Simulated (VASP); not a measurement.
Method: optB86b-vdW, VASP's PBE PAW potentials (set 64) (plane waves; VASP).

VASP ran on this input.

INCAR:
```
# general
SYSTEM   = Ni3Fe
PREC     = Accurate
ENCUT    = 520
LREAL    = .FALSE.
LASPH    = .TRUE.

# electronic loop
EDIFF    = 1E-7
NELM     = 100
ALGO     = Normal
LMAXMIX  = 4

# smearing
ISMEAR   = 1
SIGMA    = 0.1

# functional
GGA      = MK
LUSE_VDW = .TRUE.
AGGAC    = 0.0
PARAM1   = 0.1234
PARAM2   = 1.0

# spin
ISPIN    = 2
MAGMOM   = 2.8 0.6 0.6 0.6

# ions
ISIF     = 2

# output
LWAVE    = .FALSE.
LCHARG   = .FALSE.
LORBIT   = 10
```

### POSCAR
```
Ni3Fe
1.0
  3.5810923817   0.0000000000   0.0000000000
  0.0000000000   3.5810923817   0.0000000000
  0.0000000000   0.0000000000   3.5810923817
Fe Ni
1 3
Cartesian
  0.0000000000   0.0000000000   0.0000000000
  0.0000000000   1.7905461908   1.7905461908
  1.7905461908   0.0000000000   1.7905461908
  1.7905461908   1.7905461908   0.0000000000
```

KPOINTS:
```
Automatic mesh
0
Gamma
9 9 9
0 0 0
```

POTCAR, in this order: Fe Ni (PBE.64 set). Program: vasp_std.

Output

OSZICAR:
```
       N       E                     dE             d eps       ncg     rms          rms(c)
DAV:   1     0.252824730217E+03    0.25282E+03   -0.17410E+04  3564   0.211E+03
DAV:   2    -0.429012125410E+01   -0.25711E+03   -0.24918E+03  3540   0.373E+02
DAV:   3    -0.187351650222E+02   -0.14445E+02   -0.13606E+02  3631   0.120E+02
DAV:   4    -0.189932995595E+02   -0.25813E+00   -0.25709E+00  3693   0.163E+01
DAV:   5    -0.189998895240E+02   -0.65900E-02   -0.65888E-02  4973   0.217E+00    0.200E+01
DAV:   6    -0.169963529961E+02    0.20035E+01   -0.46330E+01  3707   0.107E+02    0.261E+01
DAV:   7    -0.199378152522E+02   -0.29415E+01   -0.25346E+01  4229   0.136E+02    0.281E+01
DAV:   8    -0.146453593154E+02    0.52925E+01   -0.18517E+01  4270   0.577E+01    0.665E+00
DAV:   9    -0.148686609974E+02   -0.22330E+00   -0.90356E-01  3928   0.127E+01    0.381E+00
DAV:  10    -0.148414188233E+02    0.27242E-01   -0.17691E-01  4948   0.102E+01    0.160E+00
DAV:  11    -0.148355871796E+02    0.58316E-02   -0.61845E-02  5152   0.373E+00    0.133E+00
DAV:  12    -0.148377532330E+02   -0.21661E-02   -0.91241E-03  3899   0.231E+00    0.474E-01
DAV:  13    -0.148378120502E+02   -0.58817E-04   -0.35807E-03  5068   0.110E+00    0.927E-02
DAV:  14    -0.148378909189E+02   -0.78869E-04   -0.49654E-04  4841   0.261E-01    0.117E-01
DAV:  15    -0.148378841250E+02    0.67940E-05   -0.15027E-04  4242   0.328E-01    0.243E-02
DAV:  16    -0.148378861041E+02   -0.19791E-05   -0.22984E-05  4898   0.826E-02    0.284E-02
DAV:  17    -0.148378857496E+02    0.35452E-06   -0.31842E-06  4327   0.463E-02    0.101E-02
DAV:  18    -0.148378855251E+02    0.22451E-06   -0.16639E-06  4407   0.245E-02    0.178E-03
DAV:  19    -0.148378855577E+02   -0.32560E-07   -0.24988E-07  2557   0.582E-03
   1 F= -.14837886E+02 E0= -.14836904E+02  d E =-.294409E-02  mag=     4.7175
```

OUTCAR:
```
------------------------ aborting loop because EDIFF is reached ----------------------------------------
  FORCE on cell =-STRESS in cart. coord.  units (eV):
  Direction    XX          YY          ZZ          XY          YZ          ZX
  --------------------------------------------------------------------------------------
  Total       -3.0008346     -3.0008346     -3.0008346     -0.0000000     -0.0000000      0.0000000
  in kB     -104.6902090   -104.6902090   -104.6902090     -0.0000000     -0.0000000      0.0000000
  external PRESSURE =    -104.6902090 kB  Pullay stress =       0.0000000 kB
  volume of cell :       45.92
      direct lattice vectors                 reciprocal lattice vectors
     3.581092382  0.000000000  0.000000000     0.279244402  0.000000000  0.000000000
     0.000000000  3.581092382  0.000000000     0.000000000  0.279244402  0.000000000
     0.000000000  0.000000000  3.581092382     0.000000000  0.000000000  0.279244402
 POSITION                                       TOTAL-FORCE (eV/Angst)
 -----------------------------------------------------------------------------------
      0.00000      0.00000      0.00000         0.000000      0.000000      0.000000
      0.00000      1.79055      1.79055         0.000000      0.000000      0.000000
      1.79055      0.00000      1.79055         0.000000      0.000000      0.000000
      1.79055      1.79055      0.00000         0.000000      0.000000      0.000000
 -----------------------------------------------------------------------------------
    total drift:                                0.000000      0.000000      0.000000
  FREE ENERGIE OF THE ION-ELECTRON SYSTEM (eV)
  ---------------------------------------------------
  free  energy   TOTEN  =       -14.8378855577 eV

  energy  without entropy=      -14.8349414690  energy(sigma->0) =      -14.83690419

 total charge

# of ion       s       p       d       tot
------------------------------------------
    1        0.462   0.471   6.109   7.042
    2        0.492   0.478   8.328   9.299
    3        0.492   0.478   8.328   9.299
    4        0.492   0.478   8.328   9.299
--------------------------------------------------
tot          1.940   1.906  31.093  34.939

 magnetization (x)

# of ion       s       p       d       tot
------------------------------------------
    1        0.010  -0.001   2.891   2.900
    2       -0.015  -0.041   0.671   0.614
    3       -0.015  -0.041   0.671   0.614
    4       -0.015  -0.041   0.671   0.614
--------------------------------------------------
tot         -0.036  -0.124   4.903   4.742
```
(Selected blocks of OUTCAR.)

The compound is Ni3Fe in the L1_2 structure. This cell is one point of a volume scan, at 1.06 of the reference volume.
